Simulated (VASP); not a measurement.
Input:

```
CELL_PARAMETERS angstrom
      0.00000     3.19202     3.19202
      3.19202     0.00000     3.19202
      3.19202     3.19202     0.00000
ATOMIC_POSITIONS crystal
  K  0.00000 0.00000 0.00000
  Cl 0.50000 0.50000 0.50000
```

Level of theory: PBE GGA with D3 dispersion (zero damping), VASP's PBE PAW potentials (set 64) (plane waves; VASP). Settings: 520 eV cut-off, Gaussian smearing of 0.050 eV, potentials K_sv Cl.

Question: Give the energies of bands 6 to 11 at the high-symmetry points, in eV from the valence-band maximum.

Answer: 
| band | Γ | X | U | L | W |
|---|---|---|---|---|---|
| 6 | 0.00 | -0.63 | -0.54 | -0.98 | -0.45 |
| 7 | 0.00 | -0.21 | -0.51 | -0.29 | -0.45 |
| 8 | 0.00 | -0.21 | -0.27 | -0.29 | -0.45 |
| 9 | 5.04 | 6.56 | 7.25 | 7.46 | 7.97 |
| 10 | 8.35 | 8.15 | 8.93 | 8.43 | 7.97 |
| 11 | 8.35 | 9.82 | 9.08 | 10.38 | 9.27 |

The gap is direct, 5.04 eV, from the valence maximum at Γ to the conduction minimum at Γ.

Measured: gap 8.50 eV (computed value off by -3.46 eV), as given by David Koller et al., Journal of Physics Condensed Matter (2013), arXiv:1304.4470.

The compound is KCl in the rock salt structure. It was relaxed first.
